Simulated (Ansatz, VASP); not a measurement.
Sc5W: VASP beside Ansatz

```xyz
6
Lattice="0.0000 3.9643 3.9643 3.9643 0.0000 3.9643 3.9643 3.9643 0.0000" Properties=species:S:1:pos:R:3 pbc="T T T"
Sc    2.8218    2.8218    2.8218
Sc    5.1069    5.1069    2.8218
Sc    5.1069    2.8218    5.1069
Sc    2.8218    5.1069    5.1069
Sc    5.9465    5.9465    5.9465
W     3.9643    3.9643    3.9643
```

Alike in both runs: task single point; functional PBE; k mesh 4 × 4 × 4; occupations gaussian, width 0.1 eV; no spin polarisation.

|  | VASP | Ansatz |
| --- | --- | --- |
| version | VASP 6.6.1 | Ansatz 0.2.0 |
| potentials or method | VASP PAW PBE potentials, release 64 (Sc_sv, W_sv) | scalar-relativistic, plane waves, PAW |
| plane-wave cutoff (eV) | 520 | 420 |
| valence electrons in the cell | 69 | 69 |

|  | VASP | Ansatz | Ansatz less VASP |
| --- | --- | --- | --- |
| gap on the k mesh at the Fermi level (eV) | none | none | - |
| rms of the force components (eV/Å) | 1.776 | 1.349 | -0.4273 |

Atom by atom the forces differ by 0.427 eV/Å (rms over components). A gap of «none» marks a metal or a gap that the smearing closes. The functional is the same, so the differences come from potentials, cutoffs and numerics.

Caveats: forces of over 1 eV/Å show positions far from the minimum, so gaps and moduli don't describe the material at rest. The runs have no spin-orbit coupling, so splittings on W are missing.
